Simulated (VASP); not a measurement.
All values below come from PBE GGA, VASP's PBE PAW potentials (set 64) (plane waves; VASP).

A VASP calculation is set up with these files.

**KPOINTS**
```
Automatic
0
Gamma
 10 10 10
0 0 0
```

**POSCAR**
```
Eu
1
   -2.2276439632     2.2276439632     2.2276439632
    2.2276439632    -2.2276439632     2.2276439632
    2.2276439632     2.2276439632    -2.2276439632
Eu
1
Direct
  0.0000000000   1.0000000000   1.0000000000
```

### INCAR
```
SYSTEM  =  Eu
PREC  =  Accurate; ENCUT  =  400; LREAL  =  .False.
LASPH  =  .True.
EDIFF  =  1E-6; NELM  =  100; ALGO  =  Normal
LMAXMIX  =  6
ISMEAR  =  1; SIGMA  =  0.1
GGA  =  PE
IBRION  =  2; NSW  =  60; ISIF  =  3
EDIFFG  =  -0.01
LWAVE  =  .False.; LCHARG  =  .False.
```

POTCAR, in this order: Eu_2 (PBE.64 set). Program: vasp_std.

The resulting files:

### OUTCAR
```
 ion  position               nearest neighbor table
   1  0.000  0.000  0.000-
  LATTYP: Found a body centered cubic cell.
 ALAT       =     4.4552879264
 Subroutine PRICEL returns:
 Original cell was already a primitive cell.
 Subroutine GETGRP returns: Found 48 space group operations
The static configuration has the point symmetry O_h .
The dynamic configuration has the point symmetry O_h .
 Subroutine INISYM returns: Found 48 space group operations
 Subroutine IBZKPT returns following result:
 Found     47 irreducible k-points:

 Following reciprocal coordinates:
            Coordinates               Weight
  0.000000  0.000000  0.000000      1.000000
  0.100000  0.000000  0.000000     12.000000
  0.200000  0.000000  0.000000     12.000000
  0.300000  0.000000  0.000000     12.000000
  0.400000  0.000000  0.000000     12.000000
  0.500000  0.000000  0.000000      6.000000
  0.100000  0.100000  0.000000     24.000000
  0.200000  0.100000 -0.000000     48.000000
  0.300000  0.100000  0.000000     48.000000
  0.400000  0.100000  0.000000     48.000000
  0.200000  0.200000  0.000000     24.000000
  0.300000  0.200000  0.000000     48.000000
  0.400000  0.200000  0.000000     24.000000
  0.300000  0.300000  0.000000     24.000000
  0.100000  0.100000  0.100000      8.000000
  0.200000  0.100000  0.100000     24.000000
  0.300000  0.100000  0.100000     24.000000
  0.400000  0.100000  0.100000     12.000000
 -0.100000  0.100000  0.100000      6.000000
  0.200000  0.200000  0.100000     24.000000
  0.300000  0.200000  0.100000     48.000000
 -0.200000  0.200000  0.100000     24.000000
  0.300000  0.300000  0.100000      8.000000
 -0.300000  0.300000  0.100000     24.000000
 -0.200000  0.300000  0.100000     24.000000
...
```

**OSZICAR**
```
       N       E                     dE             d eps       ncg     rms          rms(c)
DAV:   1     0.614416430046E+01    0.61442E+01   -0.34754E+03   808   0.676E+02
DAV:   2    -0.174456924221E+01   -0.78887E+01   -0.77385E+01  1152   0.887E+01
DAV:   3    -0.183747772730E+01   -0.92908E-01   -0.91194E-01   920   0.689E+00
DAV:   4    -0.183990625199E+01   -0.24285E-02   -0.24192E-02  1320   0.139E+00
DAV:   5    -0.183990865665E+01   -0.24047E-05   -0.24047E-05   912   0.293E-02    0.686E+00
DAV:   6    -0.185278348161E+01   -0.12875E-01   -0.15228E-03  1256   0.430E-01    0.409E+00
DAV:   7    -0.186014419341E+01   -0.73607E-02   -0.36703E-03  1064   0.630E-01    0.563E-02
DAV:   8    -0.186016675259E+01   -0.22559E-04   -0.11280E-04  1304   0.886E-02    0.183E-02
DAV:   9    -0.186017225412E+01   -0.55015E-05   -0.74900E-06  1136   0.229E-02    0.573E-03
DAV:  10    -0.186017205185E+01    0.20226E-06   -0.12915E-06   912   0.906E-03
   1 F= -.18601721E+01 E0= -.18601806E+01  d E =-.186017E+01
```

**OUTCAR**
```
------------------------ aborting loop because EDIFF is reached ----------------------------------------
  FORCE on cell =-STRESS in cart. coord.  units (eV):
  Direction    XX          YY          ZZ          XY          YZ          ZX
  --------------------------------------------------------------------------------------
  Total        0.0002054      0.0002054      0.0002054     -0.0000000      0.0000000      0.0000000
  in kB        0.0074406      0.0074406      0.0074406     -0.0000000      0.0000000      0.0000000
  external PRESSURE =       0.0074406 kB  Pullay stress =       0.0000000 kB
  volume of cell :       44.22
      direct lattice vectors                 reciprocal lattice vectors
    -2.227643963  2.227643963  2.227643963     0.000000000  0.224452385  0.224452385
     2.227643963 -2.227643963  2.227643963     0.224452385  0.000000000  0.224452385
     2.227643963  2.227643963 -2.227643963     0.224452385  0.224452385  0.000000000
 POSITION                                       TOTAL-FORCE (eV/Angst)
 -----------------------------------------------------------------------------------
      0.00000      0.00000      0.00000        -0.000000      0.000000     -0.000000
 -----------------------------------------------------------------------------------
    total drift:                                0.000000      0.000000      0.000000
  FREE ENERGIE OF THE ION-ELECTRON SYSTEM (eV)
  ---------------------------------------------------
  free  energy   TOTEN  =        -1.8601720519 eV

  energy  without entropy=       -1.8601978177  energy(sigma->0) =       -1.86018064

 reached required accuracy - stopping structural energy minimisation
```
(Selected blocks of OUTCAR.)

The 4f electrons are frozen in the core of the lanthanide potential, so 4f levels, which can set the real gap, and their magnetism are missing.

The compound is Eu in the bcc structure. It was relaxed first, which changed the volume by -8 %. The start is the result of an earlier pass.
